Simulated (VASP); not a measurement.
Input for VASP

File KPOINTS:
```
Regular mesh
0
Gamma
 10 10 3
```

**INCAR**
```
SYSTEM  =  Al2B2N4
PREC  =  Accurate; ENCUT  =  520; LREAL  =  .FALSE.
LASPH  =  .TRUE.
EDIFF  =  1E-7; NELM  =  100; ALGO  =  Normal
ISMEAR  =  -5
GGA  =  PS
ISIF  =  2
LWAVE  =  .FALSE.; LCHARG  =  .TRUE.; LORBIT  =  11
NEDOS  =  601
LEFG  =  .TRUE.
```

**POSCAR**
```
Al2B2N4
9.3555140
  0.1518652588  -0.2630384150   0.0000000000
  0.1518652588   0.2630384150   0.0000000000
  0.0000000000   0.0000000000   0.9999999485
B N Al
2 4 2
Cartesian
  0.1518652588  -0.0876796470   0.2450618769
  0.1518652588   0.0876796470   0.0224508847
  0.1518652588  -0.0876796470   0.4073271429
  0.1518652588   0.0876796470   0.1881062348
  0.1518652588  -0.0876796470   0.9667672445
  0.1518652588   0.0876796470   0.6841365774
  0.1518652588  -0.0876796470   0.7642924660
  0.1518652588   0.0876796470   0.4858573791
```

POTCAR, in this order: B N Al (PBE.64 set). Program: vasp_std.

**Question.** Write an equivalent input for Ansatz.

**Answer.** One equivalent input (not run):
Ansatz 0.2 input:
```yaml
crystal:
  lattice:
    - [1.4207776, -2.4608596, 0.0000000]
    - [1.4207776, 2.4608596, 0.0000000]
    - [0.0000000, 0.0000000, 9.3555135]
  atoms:
    - { symbol: B, position: [0.6666670, 0.3333330, 0.2450619] }
    - { symbol: B, position: [0.3333330, 0.6666670, 0.0224509] }
    - { symbol: N, position: [0.6666670, 0.3333330, 0.4073272] }
    - { symbol: N, position: [0.3333330, 0.6666670, 0.1881062] }
    - { symbol: N, position: [0.6666670, 0.3333330, 0.9667673] }
    - { symbol: N, position: [0.3333330, 0.6666670, 0.6841366] }
    - { symbol: Al, position: [0.6666670, 0.3333330, 0.7642925] }
    - { symbol: Al, position: [0.3333330, 0.6666670, 0.4858574] }
kpoints:
  mp_grid: { grid: [10, 10, 3] }
hamiltonian:
  xc: pbesol
  pseudopotentials: { kind: paw }
scf:
  occupations: { method: tetrahedron }
  max_iter: 100
output: { forces: true, stress: true, eigenvalues: true }
```
The two are equivalent in intent, not identical: each code has its own PAW files, so the cut-off isn't converted (ENCUT is set for VASP's; basis.ecutwfc is left out, and Ansatz then takes the one that its files recommend); Ansatz stops its SCF on the density residual and VASP on the energy change (EDIFF); the field gradients of LEFG aren't asked of the other code.

The structure was generated: Al2B2N4 was put into an ordered model structure (P3m1), which need not be its known phase. It was relaxed first.
